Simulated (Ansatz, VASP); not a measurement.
## One calculation of RuAu, two programs

```
Ru Au
1.0
     3.16481    0.00000    0.00000
     0.00000    3.16481    0.00000
     0.00000    0.00000    3.16481
Ru Au
1 1
Direct
  0.00000 0.00000 0.00000
  0.50000 0.50000 0.50000
```

The cell was built by a generator and needn't be a form met in nature.

Alike in both runs: functional PBEsol; k mesh 8 × 8 × 8; occupations fermi-dirac, width 0.05 eV; no spin polarisation.

|  | VASP | Ansatz |
| --- | --- | --- |
| version | VASP 6.6.1 | Ansatz 0.2.0 |
| potentials or method | VASP PAW PBE potentials, release 64 (Ru_pv, Au) | Ansatz PAW |
| plane-wave cutoff (eV) | 520 | 420 |
| valence electrons in the cell | 25 | 35 |
| task | single point | band structure |

Ansatz gave:

| Property | Result |
| --- | --- |
| gap on the k mesh at the Fermi level (eV) | none |
| pressure (GPa) | -8.8 |

Task: What did VASP give for the same quantities?

Result: gap on the k mesh at the Fermi level (eV): none; pressure (GPa): -9.1.

A gap of «none» marks a metal or a gap that the smearing closes. The two sets of potentials don't hold the same shells in valence.

Caveats: the PAW data sets were made with another functional, which shifts forces and pressure a little (VASP); spin-orbit coupling is left out, which moves the levels of the heavy elements (Ansatz); the PAW data sets come from PBE, with cores solved anew for the run's functional, which leaves a small shift of forces and pressure (Ansatz). Spin-orbit coupling is left out, which matters for the levels of Au.
